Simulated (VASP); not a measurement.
Input of a VASP 6.6.1 run:

INCAR

```
SYSTEM = TiO2
ALGO = Normal
EDIFF = 1E-7
EDIFFG = -0.005
ENCUT = 600
GGA = PS
IBRION = 2
ISIF = 3
ISMEAR = 0
KPAR = 4
LASPH = .TRUE.
LCHARG = .FALSE.
LREAL = .FALSE.
LWAVE = .FALSE.
NELM = 80
NSW = 90
PREC = Accurate
SIGMA = 0.03
```

The input KPOINTS:

```
k-points
0
G
  10 10 10
  0 0 0
```

POSCAR

```
TiO2                                    
1.0
   -1.8860493862      1.8860493862      4.7794973192
    1.8860493862     -1.8860493862      4.7794973192
    1.8860493862      1.8860493862     -4.7794973192
  Ti              O             
     2     4
Direct
     0.0000000000000000    0.0000000000000000    0.0000000000000000
     0.7500000000000000    0.2500000000000000    0.5000000000000000
     0.2075587141916439    0.2075587141916439    0.0000000000000000
     0.9575587141916440    0.4575587141916439    0.5000000000000000
     0.5424412858083560    0.0424412858083561    0.5000000000000000
     0.7924412858083560    0.7924412858083560    0.0000000000000000
```

Potentials or basis: VASP PAW PBE potentials, release 64 (Ti_sv, O).

Command:

```bash
$ cat potpaw_PBE.64/Ti_sv/POTCAR potpaw_PBE.64/O/POTCAR > POTCAR
$ mpirun -np 4 vasp_std > vasp.out
```

(1) What does it give for the band gap on the k mesh?

Answers

(1) 2.09 eV, indirect (least direct gap 2.42 eV).

Caveat: the relaxation stopped at its first step, so nothing moved.
